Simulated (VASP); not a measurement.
Input for VASP

POSCAR:
```
Sr(SiAg)2
1
   -2.1917550000     2.1917550000     5.2562550000
    2.1917550000    -2.1917550000     5.2562550000
    2.1917550000     2.1917550000    -5.2562550000
Sr Si Ag
1 2 2
Direct
 -0.0071960000   0.0007950000  -0.0009950000
  0.6240940000   0.6184480000   0.0153130000
  0.3987250000   0.3930250000   0.0109280000
  0.7350960000   0.2420390000   0.4854450000
  0.2492800000   0.7456940000   0.4893090000
```

**KPOINTS**
```
Automatic mesh
0
Gamma
4 4 6
0 0 0
```

### INCAR
```
SYSTEM = Sr(SiAg)2
PREC = Accurate
ENCUT = 300
EDIFF = 1E-6
NELM = 100
ALGO = Normal
LREAL = .FALSE.
LASPH = .TRUE.
ISMEAR = -1
SIGMA = 0.05
GGA = PS
LMAXMIX = 4
LWAVE = .FALSE.
LCHARG = .FALSE.
ISIF = 2
```

POTCAR, in this order: Sr_sv Si Ag (PBE.64 set). Program: vasp_std.

Q: Translate this PBEsol calculation to Quantum ESPRESSO's pw.x.

A: One equivalent input (not run):
```
&CONTROL
  calculation = 'scf'
  pseudo_dir = './pseudo'
  outdir = './out'
  tprnfor = .true.
  tstress = .true.
/
&SYSTEM
  ibrav = 0
  nat = 5
  ntyp = 3
  ecutwfc = 82
  occupations = 'smearing'
  smearing = 'fermi-dirac'
  degauss = 0.003675
  input_dft = 'pbesol'
/
&ELECTRONS
  conv_thr = 7.3e-08
  electron_maxstep = 100
/
ATOMIC_SPECIES
  Sr 87.620 Sr.upf
  Si 28.085 Si.upf
  Ag 107.868 Ag.upf
CELL_PARAMETERS angstrom
    -2.1917550    2.1917550    5.2562550
     2.1917550   -2.1917550    5.2562550
     2.1917550    2.1917550   -5.2562550
ATOMIC_POSITIONS crystal
  Sr  -0.0071960  0.0007950 -0.0009950
  Si   0.6240940  0.6184480  0.0153130
  Si   0.3987250  0.3930250  0.0109280
  Ag   0.7350960  0.2420390  0.4854450
  Ag   0.2492800  0.7456940  0.4893090
K_POINTS automatic
  4 4 6 0 0 0
```
What does not carry over: the potentials are each code's own (VASP's PAW set, PseudoDojo norm-conserving files in pw.x), so ENCUT and ecutwfc are chosen apart and not converted; conv_thr bounds pw.x's estimated SCF error, while EDIFF bounds the energy change between steps.

The structure comes from a computed database's Ag2SrSi2 entry; how it stands against other phases isn't given here. The cell was not relaxed at this level, atoms are displaced from their ideal sites. The k-mesh is coarse (spacing up to 0.39 per Å, 2π included), so the numbers may not be converged in it.
